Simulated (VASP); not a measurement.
```xyz
4
Lattice="1.2774 -2.2125 0.0000 1.2774 2.2125 0.0000 0.0000 0.0000 4.2250" Properties=species:S:1:pos:R:3 pbc="T T T"
B      1.2774    -0.7375     2.1137
B      1.2774     0.7375     0.0012
N      1.2774    -0.7375     3.6957
N      1.2774     0.7375     1.5832
```

Computed with TPSS meta-GGA, VASP's PBE PAW potentials (set 64) (plane waves; VASP). Settings: 520 eV cut-off, 11×11×6 Γ-centred mesh, tetrahedra with Blöchl corrections, potentials B N.

Problem. Predict the energy per atom (σ→0), band gap (over mesh and band path) with the smallest direct gap where there is one.

Solution. 
| Property | Result |
|---|---|
| band gap (over mesh and band path) | 5.22 eV |
| smallest direct gap (over mesh and band path) | 8.47 eV |
| energy per atom (σ→0) | -10.226 eV/atom |

The absolute energy has meaning only against runs of the same code, potentials and settings.

The compound is BN in the wurtzite structure, a metastable high-pressure form. It was relaxed first.
